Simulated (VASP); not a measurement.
Bi (relaxed from the fcc structure, space group Fm-3m): computed properties

These are PBEsol GGA, VASP's PBE PAW potentials (set 64) (plane waves; VASP 6.6.1) values and carry that method's errors.

| Property | Result |
|---|---|
| space group | Fm-3m (225) |
| cell | a = 4.9497 Å, b = 4.9497 Å, c = 4.9497 Å, α = 90.00°, β = 90.00°, γ = 90.00° |
| volume per atom | 30.32 Å³/atom |
| band gap (over mesh and band path) | none (metal, semimetal or under 0.01 eV) |
| density | 11.45 g/cm³ |
| C11 | 17.1 GPa |
| C12 | 77.8 GPa |
| C44 | -25.6 GPa |

```
Bi
1.0
    0.00000     2.47487     2.47487
    2.47487     0.00000     2.47487
    2.47487     2.47487     0.00000
Bi
1
Direct
  0.00000   0.00000   0.00000
```

Finite-difference elastic constants of metals are sensitive to mesh and smearing; shear constants can be off by tens of GPa. Unless said otherwise, spin-orbit coupling is left out, though it shifts the bands of the heavy elements here.

The structure was generated: Bi was put into the fcc type (Fm-3m), which need not be its known phase. It was relaxed first. Symmetry was kept, so distortions that lower it aren't found.
